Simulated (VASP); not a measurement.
Runs of VASP 6.6.1 on SiC. The structure is hexagonal, space group P6_3mc (No. 186). The conventional cell has a = 3.093 Å, b = 3.093 Å, c = 10.126 Å, α = 90.00°, β = 90.00°, γ = 120.00°. Around Si (site symmetry 3m) lie 4 C at 1.89 to 1.90 Å. Around Si (site symmetry 3m) lie 4 C at 1.89 to 1.90 Å. C (site symmetry 3m) is surrounded by 4 Si at 1.89 to 1.90 Å. Around C (site symmetry 3m) lie 4 Si at 1.89 to 1.90 Å. The cell is a database's computed one.

```csv
task,level,cell,k mesh,cutoff (eV),grid for exact exchange (PRECFOCK),screening parameter,gap on the mesh (eV)
band structure,HSE06,as given,8 × 8 × 4,450,Fast,0.2 1/A,3.16
band structure,PBE,as given,12 × 12 × 4,450,-,-,2.22
band structure,r2SCAN,as given,12 × 12 × 4,450,-,-,2.60
relaxation of cell and atoms,PBE,relaxed,11 × 11 × 3,600,-,-,(a)
band structure,PBE,as given,12 × 12 × 4,600,-,-,2.22
```

Alike in all rows: potentials or basis VASP PAW PBE potentials, release 64 (Si, C); no spin polarisation; smearing gaussian 0.02 eV.

**Question.** Estimate the missing entries.

**Answer.** (a) 2.30.

Caveats: the relaxation stopped at its first step, so nothing moved (some runs); an odd mesh through Γ misses points on the zone boundary, where band edges often lie (some runs).
